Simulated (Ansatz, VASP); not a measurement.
**TiB2: VASP beside Ansatz**

Wanted: the spread between two codes on one cell, functional and k mesh. The cell is taken from a series of runs on this material, whose earlier steps may have relaxed, scaled, displaced or heated it; both programs get it as it stands.

Method: plane waves, with VASP 6.6.1 beside it; zone-centre phonons at LDA, in Ansatz 0.2.0.

## 1. Starting point

The structure is hexagonal, space group P6/mmm (No. 191). The conventional cell has a = 2.994 Å, b = 2.994 Å, c = 3.159 Å, α = 90.00°, β = 90.00°, γ = 120.00°. Nearest to Ti lie 12 B at 2.34 Å. Nearest to B lie 3 B at 1.73 Å and 6 Ti at 2.34 Å. Farther neighbours are not listed.

## 2. VASP: zone-centre phonons, LDA

Second derivatives magnify differences that forces hide, and they need a tight electronic threshold.

Lines of VASP's logs that name or quote its potential files are left out, and so is its time.

Contents of INCAR:

```
SYSTEM = TiB2
PREC = Accurate
ENCUT = 500
EDIFF = 1E-08
NELM = 120
ISMEAR = 1
SIGMA = 0.2
LREAL = .FALSE.
ALGO = Normal
GGA = CA
NBANDS = 15
LASPH = .TRUE.
LORBIT = 11
LWAVE = .FALSE.
LCHARG = .FALSE.
ISIF = 2
IBRION = 8
GGA_COMPAT = .FALSE.
KPAR = 2
```

Contents of POSCAR:

```
TiB2
1.0
    2.9937943162      0.0000000000      0.0000000000
   -1.4968971581      2.5927019315      0.0000000000
    0.0000000000      0.0000000000      3.1594541064
Ti B
1 2
Direct
    0.0000000000      0.0000000000      0.0000000000
    0.3333333333      0.6666666667      0.5000000000
    0.6666666667      0.3333333333      0.5000000000
```

Contents of KPOINTS:

```
Automatic mesh
0
Gamma
21 21 16
0 0 0
```

PAW data sets: Ti_sv and B (LDA family, release 64).

Command:

```console
> mpirun -np 2 vasp_std
```

Numbers of over 12 decimals in the logs are rounded to 6 here.

The log of the run:

```text
[banner, memory and clock lines left out]
running    2 mpi-ranks, on    1 nodes
 distrk:  each k-point on    1 cores,    2 groups
 distr:  one band on    1 cores,    1 groups

 POSCAR found type information on POSCAR TiB
 POSCAR found :  2 types and       3 ions
 LDA part: xc-table for (Slater(with rela. corr.)+CA(PZ))
 , standard interpolation
 POSCAR, INCAR and KPOINTS ok, starting setup
 FFT: planning ... GRIDC
 FFT: planning ... GRID_SOFT
 FFT: planning ... GRID
 WAVECAR not read
 entering main loop
       N       E                     dE             d eps       ncg     rms          rms(c)
DAV:   1     0.120681349151E+03    0.12068E+03   -0.89172E+03 12967   0.134E+03
DAV:   2    -0.246812688744E+02   -0.14536E+03   -0.14061E+03 13751   0.356E+02
DAV:   3    -0.320325577657E+02   -0.73513E+01   -0.72566E+01 18665   0.778E+01
DAV:   4    -0.322146561100E+02   -0.18210E+00   -0.18190E+00 15958   0.109E+01
DAV:   5    -0.322194509780E+02   -0.47949E-02   -0.47945E-02 19012   0.150E+00    0.173E+01
DAV:   6    -0.269260666702E+02    0.52934E+01   -0.21622E+01 18212   0.531E+01    0.378E+00
DAV:   7    -0.269228320694E+02    0.32346E-02   -0.13106E+00 13835   0.134E+01    0.355E+00
DAV:   8    -0.269210673151E+02    0.17648E-02   -0.82716E-02 21347   0.246E+00    0.954E-01
DAV:   9    -0.269213727248E+02   -0.30541E-03   -0.31014E-02 16147   0.249E+00    0.253E-01
DAV:  10    -0.269209506353E+02    0.42209E-03   -0.37965E-03 17667   0.792E-01    0.813E-02
DAV:  11    -0.269209113013E+02    0.39334E-04   -0.26939E-04 16997   0.170E-01    0.738E-02
DAV:  12    -0.269208967188E+02    0.14582E-04   -0.78325E-05 17254   0.110E-01    0.820E-03
DAV:  13    -0.269208963295E+02    0.38935E-06   -0.29693E-06 15547   0.191E-02    0.262E-03
DAV:  14    -0.269208963287E+02    0.77102E-09   -0.30520E-07 16259   0.551E-03    0.125E-03
DAV:  15    -0.269208963013E+02    0.27436E-07   -0.66456E-08 15389   0.207E-03    0.390E-04
DAV:  16    -0.269208963038E+02   -0.25664E-08   -0.20150E-09  7888   0.520E-04
   1 F= -.26920896E+02 E0= -.26921072E+02  d E =0.527770E-03
 Linear response reoptimize wavefunctions to high precision
DAV:   1    -0.269208963049E+02   -0.10509E-08   -0.64835E-10  8991   0.286E-04
DAV:   2    -0.269208963049E+02   -0.90949E-12   -0.93415E-11  7012   0.101E-04
 Linear response DOF=           4
 Linear response progress:
  Degree of freedom:   1/  4
       N       E                     dE             d eps       ncg     rms          rms(c)
RMM:   1    -0.672857931611E+00   -0.67286E+00    0.78652E+00 33017   0.129E+02
RMM:   2    -0.636475578116E+00    0.36382E-01   -0.32277E-01 54804   0.511E+00    0.179E-01
RMM:   3    -0.635194427239E+00    0.12812E-02   -0.22203E-02 64824   0.123E+00    0.786E-02
RMM:   4    -0.635102949610E+00    0.91478E-04   -0.12369E-02 72824   0.552E-01    0.185E-02
RMM:   5    -0.635929353182E+00   -0.82640E-03   -0.10950E-03 74836   0.189E-01    0.954E-03
RMM:   6    -0.636251849739E+00   -0.32250E-03   -0.28000E-04 77223   0.818E-02    0.418E-03
RMM:   7    -0.636424035424E+00   -0.17219E-03   -0.64856E-05 75404   0.375E-02    0.913E-04
RMM:   8    -0.636460630197E+00   -0.36595E-04   -0.20241E-05 79312   0.170E-02    0.244E-04
RMM:   9    -0.636465900110E+00   -0.52699E-05   -0.10977E-05 79680   0.887E-03    0.163E-04
RMM:  10    -0.636470667454E+00   -0.47673E-05   -0.78691E-06 79795   0.475E-03    0.123E-04
RMM:  11    -0.636479918238E+00   -0.92508E-05   -0.63032E-06 74765   0.303E-03    0.101E-04
RMM:  12    -0.636478309570E+00    0.16087E-05   -0.48908E-06 80598   0.195E-03    0.109E-05
RMM:  13    -0.636478689566E+00   -0.38000E-06   -0.35968E-06 81302   0.136E-03    0.933E-06
RMM:  14    -0.636477526320E+00    0.11632E-05   -0.28746E-06 75812   0.106E-03    0.484E-05
RMM:  15    -0.636477933155E+00   -0.40684E-06   -0.22937E-06 77011   0.839E-04    0.420E-05
RMM:  16    -0.636477922498E+00    0.10657E-07   -0.19167E-06 80204   0.695E-04    0.460E-05
RMM:  17    -0.636478207302E+00   -0.28480E-06   -0.15717E-06 73807   0.594E-04    0.423E-05
 first order change of Fermi-energy   0.21990E-03
 force on displaced ion       1 direction 1 : -15.760  -0.000   0.000
 Linear response progress:
  Degree of freedom:   2/  4
       N       E                     dE             d eps       ncg     rms          rms(c)
RMM:   1    -0.774285533751E+00   -0.77429E+00    0.89272E-01 13269   0.125E+02
RMM:   2    -0.726881405382E+00    0.47404E-01   -0.30461E-01 21272   0.474E+00    0.198E-01
RMM:   3    -0.726003393253E+00    0.87801E-03   -0.23448E-02 24906   0.118E+00    0.881E-02
RMM:   4    -0.726645688290E+00   -0.64230E-03   -0.16186E-02 27393   0.570E-01    0.259E-02
RMM:   5    -0.727679045631E+00   -0.10334E-02   -0.14089E-03 28632   0.189E-01    0.172E-02
RMM:   6    -0.728757585440E+00   -0.10785E-02   -0.29030E-04 25872   0.948E-02    0.722E-03
RMM:   7    -0.728464955673E+00    0.29263E-03   -0.73074E-05 27857   0.409E-02    0.209E-03
RMM:   8    -0.728534705294E+00   -0.69750E-04   -0.20419E-05 29953   0.193E-02    0.648E-04
RMM:   9    -0.728552634860E+00   -0.17930E-04   -0.74456E-06 30379   0.982E-03    0.230E-04
RMM:  10    -0.728550985997E+00    0.16489E-05   -0.50223E-06 30738   0.556E-03    0.201E-04
RMM:  11    -0.728552777482E+00   -0.17915E-05   -0.50166E-06 30780   0.343E-03    0.194E-04
RMM:  12    -0.728548082326E+00    0.46952E-05   -0.61927E-06 29439   0.250E-03    0.371E-04
RMM:  13    -0.728556598308E+00   -0.85160E-05   -0.41445E-06 27104   0.198E-03    0.156E-04
RMM:  14    -0.728562572099E+00   -0.59738E-05   -0.47144E-06 27630   0.159E-03    0.173E-05
[...]
RMM:  21    -0.728562715729E+00   -0.83403E-08   -0.13729E-06 27143   0.458E-04    0.192E-05
RMM:  22    -0.728562738905E+00   -0.23176E-07   -0.15530E-06 28272   0.400E-04    0.226E-05
RMM:  23    -0.728562799475E+00   -0.60570E-07   -0.11162E-06 25480   0.355E-04    0.236E-05
RMM:  24    -0.728562835784E+00   -0.36310E-07   -0.13650E-06 25814   0.313E-04    0.276E-05
RMM:  25    -0.728562792182E+00    0.43602E-07   -0.11142E-06 26125   0.277E-04    0.301E-05
RMM:  26    -0.728562826256E+00   -0.34074E-07   -0.12851E-06 22213   0.243E-04    0.320E-05
RMM:  27    -0.728562819987E+00    0.62692E-08   -0.10359E-06 19839   0.215E-04    0.338E-05
RMM:  28    -0.728562834348E+00   -0.14361E-07   -0.11193E-06 15979   0.191E-04    0.352E-05
 first order change of Fermi-energy   0.20839E-02
 force on displaced ion       1 direction 3 :   0.000   0.000 -16.072
 Linear response progress:
  Degree of freedom:   3/  4
       N       E                     dE             d eps       ncg     rms          rms(c)
RMM:   1    -0.516281498017E-01   -0.51628E-01   -0.29448E-02138128   0.146E+00
RMM:   2    -0.457586588905E-01    0.58695E-02   -0.29770E-03115554   0.379E-01    0.177E-01
RMM:   3    -0.455150663738E-01    0.24359E-03   -0.11988E-03116611   0.195E-01    0.873E-02
RMM:   4    -0.461112826835E-01   -0.59622E-03   -0.83675E-04115732   0.149E-01    0.933E-03
RMM:   5    -0.461079900482E-01    0.32926E-05   -0.14580E-04141626   0.541E-02    0.334E-03
RMM:   6    -0.461297375530E-01   -0.21748E-04   -0.30893E-05146764   0.227E-02    0.146E-03
RMM:   7    -0.461219810029E-01    0.77566E-05   -0.56693E-06143675   0.977E-03    0.470E-04
RMM:   8    -0.461279753146E-01   -0.59943E-05   -0.13387E-06145511   0.477E-03    0.231E-04
RMM:   9    -0.461262162866E-01    0.17590E-05   -0.46020E-07147103   0.235E-03    0.642E-05
RMM:  10    -0.461262544469E-01   -0.38160E-07   -0.27041E-07147830   0.118E-03    0.182E-05
RMM:  11    -0.461263724923E-01   -0.11805E-06   -0.11260E-07150304   0.615E-04    0.157E-05
RMM:  12    -0.461263337172E-01    0.38775E-07   -0.25913E-08149250   0.330E-04    0.955E-06
RMM:  13    -0.461262957286E-01    0.37989E-07    0.41376E-08149317   0.177E-04    0.644E-06
RMM:  14    -0.461262959556E-01   -0.22696E-09    0.43460E-09150790   0.100E-04    0.138E-06
 first order change of Fermi-energy   0.55024E-04
 force on displaced ion       2 direction 1 : -20.605   0.000   0.000
 Linear response progress:
  Degree of freedom:   4/  4
       N       E                     dE             d eps       ncg     rms          rms(c)
RMM:   1    -0.473376214023E-01   -0.47338E-01    0.10449E-02 43235   0.180E+00
RMM:   2    -0.452108740343E-01    0.21267E-02   -0.25251E-03 39912   0.362E-01    0.136E-01
RMM:   3    -0.451040294912E-01    0.10684E-03   -0.11252E-03 40702   0.192E-01    0.656E-02
RMM:   4    -0.455684271055E-01   -0.46440E-03   -0.60817E-04 41597   0.134E-01    0.124E-02
RMM:   5    -0.456193187185E-01   -0.50892E-04   -0.12270E-04 47431   0.549E-02    0.354E-03
RMM:   6    -0.456465899350E-01   -0.27271E-04   -0.24619E-05 49814   0.245E-02    0.144E-03
RMM:   7    -0.456334119373E-01    0.13178E-04   -0.56279E-06 48494   0.112E-02    0.571E-04
RMM:   8    -0.456366994202E-01   -0.32875E-05   -0.26458E-06 49375   0.571E-03    0.170E-04
RMM:   9    -0.456367187424E-01   -0.19322E-07   -0.12038E-06 49929   0.276E-03    0.119E-04
RMM:  10    -0.456362994670E-01    0.41928E-06   -0.91815E-07 48412   0.148E-03    0.130E-04
RMM:  11    -0.456369783895E-01   -0.67892E-06   -0.73729E-07 48865   0.769E-04    0.504E-05
RMM:  12    -0.456369376172E-01    0.40772E-07   -0.25333E-07 50914   0.408E-04    0.197E-05
RMM:  13    -0.456369487832E-01   -0.11166E-07   -0.24803E-07 51605   0.207E-04    0.330E-05
RMM:  14    -0.456369037780E-01    0.45005E-07   -0.11526E-07 50376   0.113E-04    0.341E-05
RMM:  15    -0.456369009330E-01    0.28451E-08   -0.69779E-08 50802   0.632E-05    0.311E-05
 first order change of Fermi-energy  -0.28650E-03
 force on displaced ion       2 direction 3 :   0.000   0.000 -10.536
 Linear response finished
```

OUTCAR, selected parts (step 2):

```text
ion  position               nearest neighbor table
   1  0.000  0.000  0.000-   2 2.34   3 2.34   2 2.34   3 2.34   2 2.34   2 2.34   3 2.34   3 2.34
                             3 2.34   3 2.34   2 2.34   2 2.34
   2  0.333  0.667  0.500-   3 1.73   3 1.73   3 1.73   1 2.34   1 2.34   1 2.34   1 2.34   1 2.34
                             1 2.34
   3  0.667  0.333  0.500-   2 1.73   2 1.73   2 1.73   1 2.34   1 2.34   1 2.34   1 2.34   1 2.34
                             1 2.34

  LATTYP: Found a hexagonal cell.
 ALAT       =     2.9937943162
 C/A-ratio  =     1.0553343926

 Subroutine GETGRP returns: Found 24 space group operations
 (whereof 24 operations were pure point group operations)

The static configuration has the point symmetry D_6h.

 Found    432 irreducible k-points:

   k-points           NKPTS =    432   k-points in BZ     NKDIM =    432   number of bands    NBANDS=     15

   dimension x,y,z NGX =    24 NGY =   24 NGZ =   24
   dimension x,y,z NGXF=    48 NGYF=   48 NGZF=   48

   ENCUT  =  500.0 eV  36.75 Ry    6.06 a.u.   5.46  5.46  5.76*2*pi/ulx,y,z

   NELECT =      18.0000    total number of electrons

 k-points in reciprocal lattice and weights: Automatic mesh
   0.00000000  0.00000000  0.00000000       0.000
   0.04761905  0.00000000  0.00000000       0.001
   0.09523810  0.00000000  0.00000000       0.001
   0.14285714  0.00000000  0.00000000       0.001
   0.19047619  0.00000000  0.00000000       0.001
   0.23809524  0.00000000  0.00000000       0.001
   0.28571429  0.00000000  0.00000000       0.001
   0.33333333  0.00000000  0.00000000       0.001
   0.38095238  0.00000000  0.00000000       0.001
[...]
0.33333333  0.28571429  0.50000000       0.002
   0.33333333  0.33333333  0.50000000       0.000

 average (electrostatic) potential at core
       1 -70.2318       2 -26.9562       3 -26.9562

  Total        0.0896014      0.0896014      0.0862369      0.0000000     -0.0000000      0.0000000
  in kB        5.8538104      5.8538104      5.6340039      0.0000000     -0.0000000      0.0000000
  external PRESSURE =       5.7805416 kB  Pullay stress =       0.0000000 kB

  energy-cutoff  :      500.00
  volume of cell :       24.52
      direct lattice vectors                 reciprocal lattice vectors
     2.993794316  0.000000000  0.000000000     0.334024283  0.192849010  0.000000000
    -1.496897158  2.592701932  0.000000000     0.000000000  0.385698019  0.000000000
     0.000000000  0.000000000  3.159454106     0.000000000  0.000000000  0.316510374

 POSITION                                       TOTAL-FORCE (eV/Angst)
 -----------------------------------------------------------------------------------
      0.00000      0.00000      0.00000         0.000000      0.000000      0.000000
     -0.00000      1.72847      1.57973         0.000000     -0.000000      0.000000
      1.49690      0.86423      1.57973        -0.000000      0.000000      0.000000
 -----------------------------------------------------------------------------------
    total drift:                               -0.000000      0.000000      0.000000

 Eigenvectors and eigenvalues of the dynamical matrix
 ----------------------------------------------------

   1 f  =   27.458789 THz   172.528659 2PiTHz  915.926609 cm-1   113.560375 meV
             X         Y         Z           dx          dy          dz
      0.000000  0.000000  0.000000     0.000000   -0.000000    0.000000
     -0.000000  1.728468  1.579727    -0.707107    0.000002   -0.000000
      1.496897  0.864234  1.579727     0.707107   -0.000002    0.000000

   2 f  =   27.458789 THz   172.528659 2PiTHz  915.926609 cm-1   113.560375 meV
             X         Y         Z           dx          dy          dz
      0.000000  0.000000  0.000000     0.000000   -0.000000    0.000000
     -0.000000  1.728468  1.579727     0.000002    0.707107    0.000000
      1.496897  0.864234  1.579727    -0.000002   -0.707107   -0.000000

   3 f  =   17.160628 THz   107.823403 2PiTHz  572.416922 cm-1    70.970621 meV
             X         Y         Z           dx          dy          dz
      0.000000  0.000000  0.000000    -0.000000    0.000000   -0.000000
     -0.000000  1.728468  1.579727     0.000000   -0.000000   -0.707107
      1.496897  0.864234  1.579727     0.000000   -0.000000    0.707107

   4 f  =   16.244809 THz   102.069146 2PiTHz  541.868507 cm-1    67.183102 meV
             X         Y         Z           dx          dy          dz
      0.000000  0.000000  0.000000    -0.000000    0.000000    0.557557
     -0.000000  1.728468  1.579727     0.000000   -0.000000   -0.586997
      1.496897  0.864234  1.579727     0.000000   -0.000000   -0.586997

   5 f  =   16.065583 THz   100.943036 2PiTHz  535.890171 cm-1    66.441883 meV
             X         Y         Z           dx          dy          dz
      0.000000  0.000000  0.000000    -0.558290    0.000003   -0.000000
     -0.000000  1.728468  1.579727     0.586648   -0.000003    0.000000
      1.496897  0.864234  1.579727     0.586648   -0.000003    0.000000

   6 f  =   16.065583 THz   100.943036 2PiTHz  535.890171 cm-1    66.441883 meV
             X         Y         Z           dx          dy          dz
      0.000000  0.000000  0.000000     0.000003    0.558290   -0.000000
     -0.000000  1.728468  1.579727    -0.000003   -0.586648    0.000000
      1.496897  0.864234  1.579727    -0.000003   -0.586648    0.000000

   7 f/i=    0.004017 THz     0.025241 2PiTHz    0.134000 cm-1     0.016614 meV
             X         Y         Z           dx          dy          dz
      0.000000  0.000000  0.000000    -0.000000    0.000000   -0.830139
     -0.000000  1.728468  1.579727    -0.000000    0.000000   -0.394252
      1.496897  0.864234  1.579727    -0.000000    0.000000   -0.394252

   8 f/i=    0.010222 THz     0.064225 2PiTHz    0.340961 cm-1     0.042274 meV
             X         Y         Z           dx          dy          dz
      0.000000  0.000000  0.000000    -0.596933    0.576179    0.000000
     -0.000000  1.728468  1.579727    -0.284039    0.274164    0.000000
      1.496897  0.864234  1.579727    -0.284039    0.274164    0.000000

   9 f/i=    0.010222 THz     0.064225 2PiTHz    0.340961 cm-1     0.042274 meV
             X         Y         Z           dx          dy          dz
      0.000000  0.000000  0.000000    -0.576179   -0.596933    0.000000
     -0.000000  1.728468  1.579727    -0.274164   -0.284039    0.000000
      1.496897  0.864234  1.579727    -0.274164   -0.284039    0.000000

 ELASTIC MODULI CONTR FROM IONIC RELAXATION (kBar)
 Direction    XX          YY          ZZ          XY          YZ          ZX
 --------------------------------------------------------------------------------
 XX         -52.4499     52.4499      0.0000     -0.0000      0.0000      0.0000
 YY          52.4499    -52.4499      0.0000      0.0000      0.0000      0.0000
 ZZ           0.0000      0.0000      0.0000      0.0000      0.0000      0.0000
 XY          -0.0000      0.0000      0.0000    -52.4499      0.0000      0.0000
 YZ           0.0000      0.0000      0.0000      0.0000      0.0000      0.0000
 ZX           0.0000      0.0000      0.0000      0.0000      0.0000      0.0000
 --------------------------------------------------------------------------------
```

[end of part 1 of 2]

[Lines on the potential files, build, host, timing and source positions are cut from VASP's logs without a mark.]

[Logs are printed without paths, hosts, clocks, repeated set-up lines and the standing remarks that a program may print on its own settings, such as how far it seeks lower states.]

[Hosts, paths, dates, database ids (printed as entryN), source tags and the programs' standing remarks are cut or masked in the printed files.]
